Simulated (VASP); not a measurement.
Consider the following.

```xyz
2
Lattice="4.1183 0.0000 0.0000 0.0000 4.1183 0.0000 0.0000 0.0000 4.1183" Properties=species:S:1:pos:R:3 pbc="T T T"
Tl     0.0000     0.0000     0.0000
Cl     2.0592     2.0592     2.0592
```

These are RPBE GGA, VASP's PBE PAW potentials (set 64) (plane waves; VASP) values and carry that method's errors. Run with 520 eV cut-off, 7×7×7 Γ-centred mesh, Gaussian smearing of 0.050 eV, potentials Tl_d Cl.

Question: What does the run give for the energy per atom (σ→0)?

Answer: 
```json
{
  "energy per atom (σ→0)": "-2.754 eV/atom"
}
```

Total energies compare only between runs with the same potentials, cut-off and functional.

The compound is TlCl in the CsCl type structure. This cell is one point of a volume scan, at 1.06 of the reference volume.
